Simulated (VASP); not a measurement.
# Ga2Ge2O3 (P-3m1) in VASP: single point with PBE

Aim: the single point of Ga2Ge2O3 with PBE.

Program: VASP 6.6.1. These are calculated values, not measurements. Logs are shortened: lines on timing, memory, paths and dates and some standing lists are left out, and cuts for length are marked.

### 1 The crystal as given

Symmetry: P-3m1, No. 164, trigonal system. Conventional cell: a = 3.018 Å, b = 3.018 Å, c = 14.272 Å, α = 90.00°, β = 90.00°, γ = 120.00°. Ga (site symmetry 3m) has 3 O at 1.90 Å as nearest neighbours. Around Ge (site symmetry 3m) lie 9 Ge at 2.85 to 3.02 Å. O (site symmetry 3m) is surrounded by 3 Ga at 1.90 Å. Around O (site symmetry -3m) lie 6 Ga at 2.25 Å.

The cell was built by a generator and needn't be a form met in nature.

### 2 Single point, PBE

INCAR

```
SYSTEM = Ga2Ge2O3
PREC = Normal
ENCUT = 520
EDIFF = 1E-5
ISMEAR = 0
SIGMA = 0.15
LREAL = Auto
LASPH = .True.
NELM = 80
ALGO = Fast
ISIF = 2
LWAVE = .False.
LCHARG = .False.
GGA = PE
NBANDS = 85
KPAR = 2
```

KPOINTS

```
regular mesh
0
Gamma
  9 9 2
  0 0 0
```

POSCAR

```
Ga2Ge2O3
1.0
    6.0362180000      0.0000000000      0.0000000000
   -1.5090540000      2.6137590000      0.0000000000
    0.0000000000      0.0000000000     14.2716300000
Ga Ge O
4 4 6
Direct
    0.1666665000      0.6666670000      0.0994410000
    0.6666665000      0.6666670000      0.0994410000
    0.3333335000      0.3333330000      0.9005590000
    0.8333335000      0.3333330000      0.9005590000
    0.3333335000      0.3333330000      0.4208640000
    0.8333335000      0.3333330000      0.4208640000
    0.1666665000      0.6666670000      0.5791360000
    0.6666665000      0.6666670000      0.5791360000
    0.3333335000      0.3333330000      0.1524040000
    0.8333335000      0.3333330000      0.1524040000
    0.1666665000      0.6666670000      0.8475960000
    0.6666665000      0.6666670000      0.8475960000
    0.0000000000      0.0000000000      0.0000000000
    0.5000000000      0.0000000000      0.0000000000
```

Potentials or basis: VASP PAW PBE potentials, release 64 (Ga_d, Ge_d, O).

The run is started by

```console
> cat potpaw_PBE.64/Ga_d/POTCAR potpaw_PBE.64/Ge_d/POTCAR potpaw_PBE.64/O/POTCAR > POTCAR
> mpirun -np 2 vasp_std > vasp.out
```

OUTCAR:

```text
SYSTEM = Ga2Ge2O3
   PREC = Normal
   ENCUT = 520
   EDIFF = 1E-5
   ISMEAR = 0
   LREAL = Auto
   LASPH = .True.
   NELM = 80
   ISIF = 2
   GGA = PE

 ion  position               nearest neighbor table
   1  0.167  0.667  0.099-   9 1.90  10 1.90   9 1.90  13 2.25  13 2.25  14 2.25
   2  0.667  0.667  0.099-  10 1.90   9 1.90  10 1.90  14 2.25  14 2.25  13 2.25
   3  0.333  0.333  0.901-  11 1.90  12 1.90  11 1.90  14 2.25  14 2.25  13 2.25
   4  0.833  0.333  0.901-  12 1.90  11 1.90  12 1.90  13 2.25  13 2.25  14 2.25
   5  0.333  0.333  0.421-   7 2.85   8 2.85   7 2.85
   6  0.833  0.333  0.421-   8 2.85   7 2.85   8 2.85
   7  0.167  0.667  0.579-   5 2.85   6 2.85   5 2.85
   8  0.667  0.667  0.579-   6 2.85   5 2.85   6 2.85
   9  0.333  0.333  0.152-   1 1.90   2 1.90   1 1.90
  10  0.833  0.333  0.152-   2 1.90   1 1.90   2 1.90
  11  0.167  0.667  0.848-   3 1.90   4 1.90   3 1.90
  12  0.667  0.667  0.848-   4 1.90   3 1.90   4 1.90
  13  0.000  0.000  0.000-   1 2.25   4 2.25   1 2.25   4 2.25   2 2.25   3 2.25
  14  0.500  0.000  0.000-   2 2.25   3 2.25   2 2.25   3 2.25   4 2.25   1 2.25

  Warning from LATTYP: Monoclinic adjustment (A1->A3, A2->A1, A3->A2)!
  LATTYP: Found a simple orthorhombic cell.
 ALAT       =     3.0181086934
 B/A-ratio  =     1.7320511162
 C/A-ratio  =     4.7286666750

  Lattice vectors:

 A1 = (   1.5090540000,  -2.6137590000,   0.0000000000)
 A2 = (   4.5271640000,   2.6137590000,   0.0000000000)
 A3 = (   0.0000000000,   0.0000000000,  14.2716300000)

Analysis of symmetry for initial positions (statically):
=====================================================================
 Subroutine PRICEL returns following result:

  LATTYP: Found a hexagonal cell.
 ALAT       =     3.0181090000
 C/A-ratio  =     4.7286661946

  Lattice vectors:

 A1 = (   3.0181090000,   0.0000000000,   0.0000000000)
 A2 = (  -1.5090540000,   2.6137590000,   0.0000000000)
 A3 = (   0.0000000000,   0.0000000000,  14.2716300000)

   2 primitive cells build up your supercell.

 Routine SETGRP: Setting up the symmetry group for a
 simple orthorhombic supercell.

 Subroutine GETGRP returns: Found  4 space group operations
 (whereof  4 operations were pure point group operations)
 out of a pool of  8 trial point group operations.

[... 147 lines left out ...]
   NUPDOWN=      -1.0000    fix difference up-down
   EMIN   =  10.00;   EMAX   =-10.00  energy-range for DOS
   EFERMI =   0.00;   METHOD = LEGACY
   ISMEAR =     0;   SIGMA  =   0.15  broadening in eV -4-tet -1-fermi 0-gaus
   EFERMI_NEDOS =   21; number of points for ismear=-14 and -15
   IALGO  =     68    algorithm
   IMIX   =      4    mixing-type and parameters
     AMIX     =   0.40;   BMIX     =  1.00
     AMIX_MAG =   1.60;   BMIX_MAG =  1.00
  volume/ion in A,a.u.               =      16.08       108.54
  Fermi-wavevector in a.u.,A,eV,Ry     =   1.410461  2.665384 27.067421  1.989399
  Thomas-Fermi vector in A             =   2.532412
   LORBIT       =      0    0 simple, 1 ext, 2 COOP (PROOUT), +10 PAW based schemes
   GGA     = PE    functional components
   LHFCALC =     F    Hartree Fock is set to
   AEXX    =    0.0000 exact exchange contribution
   IVDW    =     0    specifies the selected vdW correction
   LEPSILON=     F    determine dielectric tensor
   LRPA    =     F    only Hartree local field effects (RPA)
 non-spin polarized calculation
 RMM-DIIS sequential band-by-band and
 Gauss-broadening in eV      SIGMA  =   0.15
  energy-cutoff  :      520.00
  volume of cell :      225.17
 maximum number of plane-waves:      6110
   NGX = 23   NGY = 11   NGZ = 53

 number of electron     143.9999959 magnetization

 Free energy of the ion-electron system (eV)
  ---------------------------------------------------
  ext. energy  EPLUGINS =         0.00000000
  ---------------------------------------------------
  free energy    TOTEN  =       -74.61469600 eV

  energy without entropy =      -74.59878818  energy(sigma->0) =      -74.60674209

 E-fermi :   4.4929     XC(G=0):  -9.9634

 val. band max:        4.4214314392   @ k =   0.3333   0.4444   0.5000
 cond. band min:       4.5020589377   @ k =   0.4444   0.4444   0.5000
 fundamental gap:      0.0806274984
 Fermi energy:         4.4929035898

 k-point     1 :       0.0000    0.0000    0.0000
  band No.  band energies     occupation
      1     -20.1180      2.00000
      2     -20.0815      2.00000
      3     -20.0791      2.00000
      4     -20.0760      2.00000
      5     -20.0754      2.00000
      6     -20.0753      2.00000
[... 2077 lines left out ...]
     83       8.7699      0.00000
     84      10.0642      0.00000

 [... further k-points ...]

 [bands above 84 left out]

------------------------ aborting loop because EDIFF is reached ----------------------------------------

  FORCE on cell =-STRESS in cart. coord.  units (eV):
  Direction    XX          YY          ZZ          XY          YZ          ZX
  --------------------------------------------------------------------------------------
  -------------------------------------------------------------------------------------
  Total        0.0640625     -0.1269610     -0.1494038      0.1654311     -0.0429631     -0.0744144
  in kB        0.4558377     -0.9033937     -1.0630855      1.1771283     -0.3057049     -0.5294974
  external PRESSURE =      -0.5035472 kB  Pullay stress =       0.0000000 kB

 VOLUME and BASIS-vectors are now :
 -----------------------------------------------------------------------------
  energy-cutoff  :      520.00
  volume of cell :      225.17
      direct lattice vectors                 reciprocal lattice vectors
     6.036218000  0.000000000  0.000000000     0.165666648  0.095647654  0.000000000
    -1.509054000  2.613759000  0.000000000     0.000000000  0.382590744  0.000000000
     0.000000000  0.000000000 14.271630000     0.000000000  0.000000000  0.070069081

 POSITION                                       TOTAL-FORCE (eV/Angst)
 -----------------------------------------------------------------------------------
     -0.00000      1.74251      1.41919        -0.000309     -0.000178      0.050052
      3.01811      1.74251      1.41919        -0.000309     -0.000178      0.050052
      1.50906      0.87125     12.85244         0.000309      0.000178     -0.050052
      4.52717      0.87125     12.85244         0.000309      0.000178     -0.050052
      1.50906      0.87125      6.00642         0.015727      0.009080      0.040878
      4.52717      0.87125      6.00642         0.015727      0.009080      0.040878
     -0.00000      1.74251      8.26521        -0.015727     -0.009080     -0.040878
      3.01811      1.74251      8.26521        -0.015727     -0.009080     -0.040878
      1.50906      0.87125      2.17505        -0.000068     -0.000040     -0.014355
      4.52717      0.87125      2.17505        -0.000068     -0.000040     -0.014355
     -0.00000      1.74251     12.09658         0.000068      0.000040      0.014355
      3.01811      1.74251     12.09658         0.000068      0.000040      0.014355
      0.00000      0.00000      0.00000         0.000000      0.000000     -0.000000
      3.01811      0.00000      0.00000         0.000000      0.000000     -0.000000
 -----------------------------------------------------------------------------------
    total drift:                                0.000000     -0.000000     -0.000000

  FREE ENERGIE OF THE ION-ELECTRON SYSTEM (eV)
  ---------------------------------------------------
  free  energy   TOTEN  =       -74.6146959969 eV

  energy  without entropy=      -74.5987881782  energy(sigma->0) =      -74.60674209
```

OSZICAR:

```text
N       E                     dE             d eps       ncg     rms          rms(c)
DAV:   1     0.230573023243E+04    0.23057E+04   -0.60675E+04 10377   0.384E+03
DAV:   2     0.555253043213E+03   -0.17505E+04   -0.16471E+04  8524   0.117E+03
DAV:   3    -0.197420947649E+01   -0.55723E+03   -0.52989E+03  9599   0.326E+02
[... 12 lines left out ...]
RMM:  16    -0.746146428445E+02   -0.89051E-04   -0.96062E-04  8858   0.395E-02    0.157E-02
RMM:  17    -0.746146688090E+02   -0.25965E-04   -0.37009E-04  8564   0.270E-02    0.489E-03
RMM:  18    -0.746146819958E+02   -0.13187E-04   -0.15102E-04  8259   0.213E-02    0.367E-03
RMM:  19    -0.746146917820E+02   -0.97863E-05   -0.10302E-04  7189   0.144E-02    0.423E-03
RMM:  20    -0.746146959969E+02   -0.42149E-05   -0.50419E-05  6180   0.983E-03
   1 F= -.74614696E+02 E0= -.74606742E+02  d E =-.159078E-01
```

Wall time 7 min (2 MPI ranks of Intel Xeon Platinum 8488C (Sapphire Rapids), shared host); peak memory 0.61 GiB.

Results:

| Property | Result |
| --- | --- |
| Free energy | -74.6147 eV |
| Pressure | -0.1 GPa |
| Largest force | 0.050 eV/Å |
| Band gap on the k mesh | none (metal or under the smearing width) |

Forces in eV/Å, atoms in the order of the input:
```
Ga   0.000  0.000  0.050
Ga   0.000  0.000  0.050
Ga   0.000  0.000 -0.050
Ga   0.000  0.000 -0.050
Ge   0.016  0.009  0.041
Ge   0.016  0.009  0.041
Ge  -0.016 -0.009 -0.041
Ge  -0.016 -0.009 -0.041
O    0.000  0.000 -0.014
O    0.000  0.000 -0.014
O    0.000  0.000  0.014
O    0.000  0.000  0.014
O    0.000  0.000  0.000
O    0.000  0.000  0.000
```
